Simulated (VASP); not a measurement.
Output of a VASP run:

File OSZICAR:
```
...
DAV:   9     0.211121215839E+01   -0.14821E-06   -0.57959E-09   448   0.763E-04    0.117E-04
DAV:  10     0.211121230025E+01    0.14187E-06   -0.24410E-09   441   0.565E-04    0.627E-05
DAV:  11     0.211121227629E+01   -0.23963E-07   -0.25631E-10   441   0.147E-04
   4 F= 0.21112123E+01 E0= 0.21112123E+01  d E =-.189495E-01
       N       E                     dE             d eps       ncg     rms          rms(c)
DAV:   1     0.210546890118E+01   -0.57434E-02   -0.23719E-01   861   0.350E+00    0.324E-01
DAV:   2     0.210952330876E+01    0.40544E-02   -0.11201E-02   896   0.965E-01    0.167E-01
DAV:   3     0.210954347473E+01    0.20166E-04   -0.28948E-03   973   0.509E-01    0.923E-02
DAV:   4     0.210965441021E+01    0.11094E-03   -0.71229E-04  1001   0.259E-01    0.356E-02
DAV:   5     0.210964558309E+01   -0.88271E-05   -0.11683E-04   987   0.121E-01    0.230E-02
DAV:   6     0.210963252617E+01   -0.13057E-04   -0.47604E-05   973   0.818E-02    0.669E-03
DAV:   7     0.210964171468E+01    0.91885E-05   -0.11921E-05   854   0.419E-02    0.322E-03
DAV:   8     0.210963504754E+01   -0.66671E-05   -0.27905E-06   896   0.183E-02    0.213E-03
DAV:   9     0.210963623075E+01    0.11832E-05   -0.32853E-07  1030   0.637E-03    0.457E-04
DAV:  10     0.210963509517E+01   -0.11356E-05   -0.60220E-08   539   0.278E-03    0.291E-04
DAV:  11     0.210963612703E+01    0.10319E-05   -0.15473E-08   441   0.145E-03    0.151E-04
DAV:  12     0.210963555909E+01   -0.56794E-06   -0.11204E-08   441   0.117E-03    0.577E-05
DAV:  13     0.210963588181E+01    0.32272E-06   -0.11222E-09   441   0.364E-04    0.335E-05
DAV:  14     0.210963561113E+01   -0.27067E-06   -0.24342E-10   441   0.167E-04    0.139E-05
DAV:  15     0.210963576807E+01    0.15694E-06   -0.72861E-11   427   0.102E-04    0.827E-06
DAV:  16     0.210963567131E+01   -0.96762E-07   -0.22782E-11   420   0.454E-05
   5 F= 0.21096357E+01 E0= 0.21096357E+01  d E =-.157660E-02
       N       E                     dE             d eps       ncg     rms          rms(c)
DAV:   1     0.210598725128E+01   -0.36485E-02   -0.18230E-01   854   0.307E+00    0.285E-01
DAV:   2     0.210910897928E+01    0.31217E-02   -0.86197E-03   903   0.845E-01    0.146E-01
DAV:   3     0.210912667430E+01    0.17695E-04   -0.22234E-03   959   0.446E-01    0.808E-02
DAV:   4     0.210921174256E+01    0.85068E-04   -0.55255E-04  1008   0.228E-01    0.312E-02
DAV:   5     0.210920596012E+01   -0.57824E-05   -0.89329E-05   987   0.106E-01    0.200E-02
DAV:   6     0.210919439711E+01   -0.11563E-04   -0.36161E-05   966   0.712E-02    0.585E-03
DAV:   7     0.210920289186E+01    0.84948E-05   -0.91411E-06   854   0.366E-02    0.283E-03
DAV:   8     0.210919711078E+01   -0.57811E-05   -0.21305E-06   889   0.160E-02    0.186E-03
DAV:   9     0.210919818201E+01    0.10712E-05   -0.25120E-07   926   0.561E-03    0.396E-04
DAV:  10     0.210919720070E+01   -0.98131E-06   -0.48663E-08   462   0.242E-03    0.250E-04
DAV:  11     0.210919805985E+01    0.85915E-06   -0.12049E-08   420   0.127E-03    0.131E-04
DAV:  12     0.210919760755E+01   -0.45230E-06   -0.76723E-09   420   0.960E-04    0.540E-05
DAV:  13     0.210919788714E+01    0.27959E-06   -0.84250E-10   420   0.322E-04    0.315E-05
DAV:  14     0.210919764308E+01   -0.24405E-06   -0.21936E-10   420   0.157E-04    0.134E-05
DAV:  15     0.210919775809E+01    0.11501E-06   -0.55365E-11   420   0.803E-05    0.806E-06
DAV:  16     0.210919768741E+01   -0.70683E-07   -0.10829E-11   420   0.358E-05
   6 F= 0.21091977E+01 E0= 0.21091977E+01  d E =-.201459E-02
```

File OUTCAR:
```
------------------------ aborting loop because EDIFF is reached ----------------------------------------
  FORCE on cell =-STRESS in cart. coord.  units (eV):
  Direction    XX          YY          ZZ          XY          YZ          ZX
  --------------------------------------------------------------------------------------
  Total        0.1802028      0.1802028      0.1787632      0.0000000      0.0000000      0.0000000
  in kB        4.2958056      4.2958064      4.2614868      0.0000000      0.0000000      0.0000000
  external PRESSURE =       4.2843663 kB  Pullay stress =       0.0000000 kB
  volume of cell :       67.21
      direct lattice vectors                 reciprocal lattice vectors
     1.851514784 -3.206917952  0.000000000     0.270049153 -0.155912938 -0.000000000
     1.851514784  3.206917952  0.000000000     0.270049153  0.155912938  0.000000000
    -0.000000000 -0.000000000  5.659556824    -0.000000000  0.000000000  0.176692280
 POSITION                                       TOTAL-FORCE (eV/Angst)
 -----------------------------------------------------------------------------------
      0.00000      0.00000      0.00000        -0.000000     -0.000000      0.000000
      1.85151      1.06897      1.29254         0.000000      0.000000      0.002817
      1.85151     -1.06897      4.36701         0.000000     -0.000000     -0.002817
 -----------------------------------------------------------------------------------
    total drift:                                0.000000      0.000000      0.000000
  FREE ENERGIE OF THE ION-ELECTRON SYSTEM (eV)
  ---------------------------------------------------
  free  energy   TOTEN  =         2.1091976874 eV

  energy  without entropy=        2.1091976874  energy(sigma->0) =        2.10919769

 reached required accuracy - stopping structural energy minimisation
```
(Selected blocks of OUTCAR.)

**POSCAR**
```
PtSe2
1
    1.8315751862    -3.1723815150     0.0000000000
    1.8315751862     3.1723815150     0.0000000000
    0.0000000000     0.0000000000     5.7834541378
Pt Se
1 2
Direct
  0.0000000000   0.0000000000   0.0000000000
  0.3333330000   0.6666670000   0.2218710097
  0.6666670000   0.3333330000   0.7781289903
```

Reconstruct the remaining input files.

One answer among several that fit: the input of the run itself, MS2 meta-GGA, plane waves, VASP's PBE PAW potentials (set 64).

### KPOINTS
```
kpoints
0
Gamma
  7 7 4
0 0 0
```

INCAR:
```
# general
SYSTEM  = PtSe2
PREC    = Accurate
ENCUT   = 520   # plane-wave cut-off (eV)
LREAL   = F
LASPH   = T   # aspherical one-centre terms

# electronic loop
EDIFF   = 1E-7   # SCF stop (eV)
NELM    = 100   # most electronic steps
ALGO    = Normal   # blocked Davidson
LMAXMIX = 6   # l cut-off of mixed one-centre charges
LMIXTAU = T

# smearing
ISMEAR  = 0
SIGMA   = 0.05   # width (eV)

# functional
METAGGA = MS2

# ions
IBRION  = 2
NSW     = 30   # most ionic steps
ISIF    = 4   # ions and shape, fixed volume
EDIFFG  = -0.01

# output
LWAVE   = F
LCHARG  = F
```

POTCAR, in this order: Pt Se (PBE.64 set). Program: vasp_std.

The compound is PtSe2 in the 1T layered structure. This cell is one point of a volume scan, at 0.97 of the reference volume. Symmetry was kept, so distortions that lower it aren't found.
